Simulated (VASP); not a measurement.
CsTaS2: relaxation of cell and atoms with PBE+D4

Crystal: CsTaS2.

```
CELL_PARAMETERS angstrom
3.54238 0.00000 0.00000
-1.77119 3.06779 0.00000
0.00000 0.00000 8.26848
ATOMIC_POSITIONS crystal
Cs 0.00000 0.00000 0.50000
Ta 0.33333 0.66667 0.00000
S 0.66667 0.33333 0.18177
S 0.66667 0.33333 0.81823
```

The cell was built by a generator and needn't be a form met in nature.

```
Program                : VASP 6.6.1
Task                   : relaxation of cell and atoms
Functional             : PBE
Dispersion             : D4
Potentials or basis    : VASP PAW PBE potentials, release 64 (Cs_sv, Ta_pv, S)
Cutoff                 : 600 eV
k mesh                 : 7 × 7 × 3
Occupations            : fermi-dirac, width 0.05 eV
Spin                   : no spin polarisation
Further INCAR settings : ALGO = Normal; EDIFF = 1e-06; IBRION = 2; EDIFFG = -0.01; NSW = 40; ISIF = 3
```

```
Relaxed volume                         : 21.98 Å³/atom
Relaxed cell                           : a = 3.513 Å, b = 3.513 Å, c = 8.228 Å, α = 90.00°, β = 90.00°, γ = 120.00°
Space group after relaxing (to 0.05 Å) : P-6m2 (No. 187)
Energy gained by relaxing              : 2.8 meV/atom
Ionic steps                            : 9
Pressure after relaxing                : -0.1 GPa
Largest force after relaxing           : 0.004 eV/Å
Band gap on the k mesh                 : 0.28 eV, indirect (least direct gap 0.85 eV)
Dispersion energy per atom             : -0.294 eV
```

Forces on the atoms (eV/Å):
```
Cs   0.000  0.000  0.000
Ta   0.000  0.000  0.000
S    0.000  0.000 -0.004
S    0.000  0.000  0.004
```

The path:
| step | energy change (eV) | largest force (eV/Å) | pressure (GPa) | volume (Å³) |
| --- | --- | --- | --- | --- |
| 1 | 0.0000 | 0.0846 | -1.81 | 89.86 |
| 2 | -0.0009 | 0.3209 | 1.81 | 86.60 |
| 3 | -0.0100 | 0.1181 | -0.02 | 88.16 |
| 4 | -0.0111 | 0.0356 | -0.02 | 87.97 |
| 5 | -0.0111 | 0.0208 | -0.02 | 87.94 |
| 6 | -0.0111 | 0.0150 | -0.01 | 87.92 |
| 7 | -0.0111 | 0.0172 | 0.00 | 87.93 |
| 8 | -0.0112 | 0.0044 | -0.04 | 87.92 |
| 9 | -0.0112 | 0.0044 | -0.05 | 87.92 |

Final structure:
```cif
data_structure
_symmetry_space_group_name_H-M 'P 1'
_symmetry_Int_Tables_number 1
_cell_length_a 3.5126
_cell_length_b 3.5126
_cell_length_c 8.2276
_cell_angle_alpha 90.000
_cell_angle_beta 90.000
_cell_angle_gamma 120.000
_cell_volume 87.92
loop_
_atom_site_label
_atom_site_type_symbol
_atom_site_fract_x
_atom_site_fract_y
_atom_site_fract_z
_atom_site_occupancy
Cs1 Cs 0.00000 0.00000 0.50000 1
Ta1 Ta 0.33333 0.66667 0.00000 1
S1 S 0.66667 0.33333 0.18249 1
S2 S 0.66667 0.33333 0.81751 1
```

Levels at points of the mesh, in eV from the valence-band top:
```tsv
k point	band 14	band 15	band 16	band 17	band 18	band 19
(0.00, 0.00, 0.00)	-3.11	-2.35	-0.40	0.99	1.46	1.46
```

It took 5.5 min on 1 thread of AMD EPYC 7R43 64-Core Processor (Zen 3), on a shared host, peak memory 0.22 GiB.

Caveat: spin-orbit coupling is left out, which moves the levels of the heavy elements; an odd mesh through Γ misses points on the zone boundary, where band edges often lie. Expect the measured gap to be larger: semilocal functionals such as PBE lack the derivative discontinuity.
